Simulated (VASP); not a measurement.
SnO2:

```
Sn O
1.0
     4.76057    0.00000    0.00000
     0.00000    4.76057    0.00000
     0.00000    0.00000    3.20008
Sn O
2 4
Direct
  0.00000 0.00000 0.00000
  0.50000 0.50000 0.50000
  0.30588 0.30588 0.00000
  0.19412 0.80588 0.50000
  0.80588 0.19412 0.50000
  0.69412 0.69412 0.00000
```

The cell was built by a generator and needn't be a form met in nature.

Base run:

| Item | Value |
| --- | --- |
| Program | VASP 6.6.1 |
| Functional | PBE |
| Potentials or basis | VASP PAW PBE potentials, release 64 (Sn_d, O) |
| Cutoff | 520 eV |
| k mesh | 4 × 4 × 6 |
| Occupations | gaussian, width 0.01 eV |
| Spin | no spin polarisation |

Its results: band gap on the k mesh 1.08 eV, direct; pressure 9.5 GPa; largest force 0.044 eV/Å.

**Question.** The run is repeated on the same cell with these changes: further incar settings from ALGO = Fast; EDIFF = 1e-06; NBANDS = 35 to ALGO = Normal; EDIFF = 1e-06; NBANDS = 35. What comes out?

**Answer.** Band gap on the k mesh 1.09 eV, direct; pressure 8.4 GPa; largest force 0.046 eV/Å.

Caveats: spin-orbit coupling is left out, which moves the levels of the heavy elements.

